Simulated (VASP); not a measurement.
# Lattice of MgO, functional by functional, part 3 of 3

How much does the relaxed cell of MgO depend on the functional? The starting structure is a measured crystal structure from the Crystallography Open Database. The first relaxation on each setting starts from this cell expanded by 3 % in volume.

VASP 6.6.1.

Results so far: PBEsol 9.32 Å³ an atom; LDA 8.91 Å³ an atom; PBE 9.57 Å³ an atom; PBEsol + D3(BJ) 9.07 Å³ an atom; r2SCAN 9.23 Å³ an atom; r2SCAN + rVV10 9.17 Å³ an atom; vdW-DF-cx 9.41 Å³ an atom.

## (9) Relaxation with AM05

Level of this step: AM05; plane waves and PAW (Mg, O) (VASP).

AM05 is built from the electron gas and the surface model, and does well on lattice constants.

INCAR

```
SYSTEM = MgO
PREC = Accurate
ENCUT = 520
EDIFF = 1E-06
NELM = 100
ISMEAR = 0
SIGMA = 0.03
LREAL = .FALSE.
ALGO = Normal
GGA = AM
NBANDS = 10
LORBIT = 11
LWAVE = .FALSE.
LCHARG = .FALSE.
KPAR = 4
IBRION = 2
NSW = 50
ISIF = 3
EDIFFG = -0.006
```

POSCAR

```
MgO
1.0
    0.0000000000      2.1260499695      2.1260499695
    2.1260499695      0.0000000000      2.1260499695
    2.1260499695      2.1260499695      0.0000000000
Mg O
1 1
Direct
    0.0000000000      0.0000000000      0.0000000000
    0.5000000000      0.5000000000      0.5000000000
```

KPOINTS

```
Automatic mesh
0
Gamma
8 8 8
0 0 0
```

Potentials, in the order of the species: Mg and O (PBE family, release 64).

Launch:

```bash
$ mpirun -np 4 vasp_std
```

The program printed:

```text
[... set-up lines as in an earlier step ...]
 entering main loop
       N       E                     dE             d eps       ncg     rms          rms(c)
DAV:   1     0.144656910750E+02    0.14466E+02   -0.46558E+03   668   0.709E+02
DAV:   2    -0.128811984723E+02   -0.27347E+02   -0.26698E+02   652   0.139E+02
DAV:   3    -0.134732668378E+02   -0.59207E+00   -0.59152E+00   680   0.182E+01
DAV:   4    -0.134745893510E+02   -0.13225E-02   -0.13225E-02   632   0.999E-01
[...]
DAV:  10    -0.121324987521E+02    0.21443E-04   -0.50995E-04   618   0.184E-01    0.649E-03
DAV:  11    -0.121325007076E+02   -0.19555E-05   -0.21198E-06   630   0.132E-02    0.535E-03
DAV:  12    -0.121325010186E+02   -0.31095E-06   -0.64272E-07   336   0.732E-03
   1 F= -.12132501E+02 E0= -.12132501E+02  d E =-.121325E+02
[...]
N       E                     dE             d eps       ncg     rms          rms(c)
DAV:   1    -0.121992841307E+02   -0.66783E-01   -0.12154E+00   596   0.950E+00    0.186E+00
[...]
DAV:   4    -0.121378402194E+02    0.26513E-03   -0.33738E-04   614   0.161E-01    0.327E-02
DAV:   5    -0.121378340847E+02    0.61347E-05   -0.54988E-05   598   0.490E-02    0.676E-03
DAV:   6    -0.121378337030E+02    0.38170E-06   -0.83996E-07   322   0.707E-03
   2 F= -.12137834E+02 E0= -.12137834E+02  d E =-.533268E-02
 trial-energy change:   -0.005333  1 .order   -0.005213   -0.015263    0.004837
 step:   0.7658(harm=  0.7594)  dis= 0.00000  next Energy=   -12.138399 (dE=-0.590E-02)
[...]
N       E                     dE             d eps       ncg     rms          rms(c)
DAV:   1    -0.121417845901E+02   -0.39505E-02   -0.66479E-02   596   0.220E+00    0.437E-01
DAV:   2    -0.121384444399E+02    0.33402E-02   -0.21380E-02   602   0.913E-01    0.428E-02
DAV:   3    -0.121384221420E+02    0.22298E-04   -0.22054E-04   596   0.149E-01    0.244E-02
DAV:   4    -0.121384058957E+02    0.16246E-04   -0.18011E-05   614   0.378E-02    0.757E-03
DAV:   5    -0.121384047092E+02    0.11866E-05   -0.29744E-06   550   0.113E-02    0.155E-03
DAV:   6    -0.121384047482E+02   -0.39082E-07   -0.51360E-08   298   0.169E-03
   3 F= -.12138405E+02 E0= -.12138405E+02  d E =-.590373E-02
[...]
reached required accuracy - stopping structural energy minimisation
```

Elapsed: 3.8 s, on 4 MPI ranks of Intel Xeon 6975P-C (Granite Rapids), shared host; peak memory 0.52 GiB.

From OUTCAR (step 9):

```text
  Total        0.0003330      0.0003330      0.0003330     -0.0000000      0.0000000     -0.0000000
  in kB        0.0284741      0.0284741      0.0284741     -0.0000000      0.0000000     -0.0000000
  external PRESSURE =       0.0284741 kB  Pullay stress =       0.0000000 kB

 POSITION                                       TOTAL-FORCE (eV/Angst)
 -----------------------------------------------------------------------------------
     -0.00000      0.00000      0.00000        -0.000000     -0.000000      0.000000
      2.10801      2.10801      2.10801         0.000000      0.000000     -0.000000
 -----------------------------------------------------------------------------------
    total drift:                               -0.000000     -0.000000      0.000000

  FREE ENERGIE OF THE ION-ELECTRON SYSTEM (eV)
  ---------------------------------------------------
  free  energy   TOTEN  =       -12.1384047482 eV

  energy  without entropy=      -12.1384047482  energy(sigma->0) =      -12.13840475

[... 2 parts as in an earlier step ...]

[... 2 further parts left out ...]
[key lines of the parts left out:]
E-fermi :   3.3303
```

With AM05 the relaxed cell holds 9.367 Å³ an atom, +0.40 % against the measured cell, with a = 4.216 Å. That is +0.46 % from PBEsol. Pressures at 0.985 and 1.015 times this volume, from two more relaxations that aren't shown, give a bulk modulus of 158.0 GPa.

## (10) All runs side by side

```
          level  volume (Å³/atom)  against the measured cell (%)   a (Å)  bulk modulus (GPa)  pressure left (GPa)  core minutes
         PBEsol             9.325                          -0.05  4.2096               161.2                 0.01          0.24
            LDA             8.912                          -4.49  4.1465               179.1                -0.08         0.293
            PBE             9.575                           2.62  4.2469               152.5                -0.01         0.213
PBEsol + D3(BJ)             9.073                          -2.75  4.1714               171.4                 0.03         0.293
         r2SCAN             9.225                          -1.12  4.1946               171.2                 0.04          1.19
 r2SCAN + rVV10             9.171                           -1.7  4.1864               174.0                 0.04          4.21
      vdW-DF-cx              9.41                           0.85  4.2224               157.6                -0.02           2.0
           AM05             9.367                            0.4   4.216               158.0                  0.0         0.253
```

Core minutes are wall time times ranks, summed over the relaxations behind a row (those for a bulk modulus apart), on shared hosts.

## (11) Results

```json
{"volume, PBEsol": "9.325 Å³/atom", "volume, LDA": "8.912 Å³/atom", "volume, PBE": "9.575 Å³/atom", "volume, PBEsol + D3(BJ)": "9.073 Å³/atom", "volume, r2SCAN": "9.225 Å³/atom", "volume, r2SCAN + rVV10": "9.171 Å³/atom", "volume, vdW-DF-cx": "9.410 Å³/atom", "volume, AM05": "9.367 Å³/atom"}
```

**Reading.** Across 8 levels the volume of MgO spans 7.4 %, from 8.91 Å³ an atom (LDA) to 9.57 Å³ (PBE). Against the measured volume of the starting structure, PBEsol comes nearest (-0.1 %) and LDA lies farthest (-4.5 %). The measured cell holds zero-point expansion and, unless it was taken cold, thermal expansion, which the runs lack, so small differences decide nothing. Adding D3(BJ) to PBEsol changes the volume by -2.7 %. Adding rVV10 to r2SCAN changes the volume by -0.6 %. The bulk modulus goes from 152.5 GPa (PBE) to 179.1 GPa (LDA). LASPH is on in some of these runs and off in others, which adds a little to the differences. All runs keep the symmetry of the start, so they can't find a distortion of lower symmetry. Further runs on this material are not shown.

[Lines on the potential files, build, host, timing and source positions are cut from VASP's logs without a mark.]

[Logs are printed without paths, hosts, clocks, repeated set-up lines and the standing remarks that a program may print on its own settings, such as how far it seeks lower states.]

[Hosts, paths, dates, database ids (printed as entryN), source tags and the programs' standing remarks are cut or masked in the printed files.]
